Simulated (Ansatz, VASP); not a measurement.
**Two plane-wave programs on TiZn3**

Contents of INCAR:

```
PREC     = Accurate       # precision mode
ENCUT    = 520            # plane-wave cutoff, eV
EDIFF    = 1E-6           # SCF threshold, eV
ISMEAR   = -1             # smearing method
SIGMA    = 0.05           # smearing width, eV
LREAL    = False          # projectors in reciprocal space
LASPH    = True           # aspherical terms in the spheres
NELM     = 100            # most SCF steps
ALGO     = Normal         # electronic algorithm
ISIF     = 2              # what is computed and relaxed
LWAVE    = False          # write WAVECAR
LCHARG   = False          # write CHGCAR
GGA      = CA             # functional
NBANDS   = 32             # bands
```

The input KPOINTS:

```
regular mesh
0
Gamma
  6 6 6
```

POSCAR

```
TiZn3
1.0
    3.9322000000      0.0000000000      0.0000000000
    0.0000000000      3.9322000000      0.0000000000
    0.0000000000      0.0000000000      3.9322000000
Ti Zn
1 3
Direct
    0.0000000000      0.0000000000      0.0000000000
    0.0000000000      0.5000000000      0.5000000000
    0.5000000000      0.0000000000      0.5000000000
    0.5000000000      0.5000000000      0.0000000000
```

Input for Ansatz:

```yaml
crystal:
  lattice:
    - [3.9322, 0.0, 0.0]
    - [0.0, 3.9322, 0.0]
    - [0.0, 0.0, 3.9322]
  atoms:
    - { symbol: Ti, position: [0.0, 0.0, 0.0] }
    - { symbol: Zn, position: [0.0, 0.5, 0.5] }
    - { symbol: Zn, position: [0.5, 0.0, 0.5] }
    - { symbol: Zn, position: [0.5, 0.5, 0.0] }
basis:
  ecutwfc: 500.0
kpoints:
  mp_grid:
    grid: [6, 6, 6]
hamiltonian:
  xc: lda
  pseudopotentials:
    kind: paw
scf:
  occupations:
    method: fermi_dirac
    width: 0.05
output:
  stress: true
```

Alike in both runs: task single point; functional LDA; k mesh 6 × 6 × 6; occupations fermi-dirac, width 0.05 eV; no spin polarisation.

|  | VASP | Ansatz |
| --- | --- | --- |
| version | VASP 6.6.1 | Ansatz 0.2.0 |
| potentials or method | VASP PAW LDA potentials, release 64 (Ti_sv, Zn) | plane waves, PAW |
| plane-wave cutoff (eV) | 520 | 500 |
| valence electrons in the cell | 48 | 48 |

Ansatz gave:

```
pressure (GPa) : -9.9
```

Q: What did VASP give for the same quantities?

A: Pressure (GPa): -9.4.
